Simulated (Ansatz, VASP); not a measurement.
# One calculation of Ag3IO, two programs

```
CELL_PARAMETERS angstrom
4.65864 0.00000 0.00000
0.00000 4.65864 0.00000
0.00000 0.00000 4.65864
ATOMIC_POSITIONS crystal
Ag 0.50000 0.00000 0.00000
Ag 0.00000 0.50000 0.00000
Ag 0.00000 0.00000 0.50000
I 0.50000 0.50000 0.50000
O 0.00000 0.00000 0.00000
```

Alike in both runs: functional PBE; k mesh 8 × 8 × 8; occupations gaussian, width 0.1 eV; no spin polarisation.

Ansatz relaxed the structure, and its values are those at the end. VASP's run is a single point on that final structure, the one shown.

|  | VASP | Ansatz |
| --- | --- | --- |
| version | VASP 6.6.1 | Ansatz 0.2.0 |
| potentials or method | VASP PAW PBE potentials, release 64 (Ag, I, O) | scalar-relativistic, plane waves, PAW |
| plane-wave cutoff (eV) | 520 | 420 |
| valence electrons in the cell | 46 | 80 |

```csv
,VASP,Ansatz,Ansatz less VASP
gap on the k mesh at the Fermi level (eV),none,none,-
pressure (GPa),-0.1,0.0,+0.09
```

A gap of «none» marks a metal or a gap that the smearing closes. The two sets of potentials don't hold the same shells in valence.

The runs have no spin-orbit coupling, so splittings on I are missing.
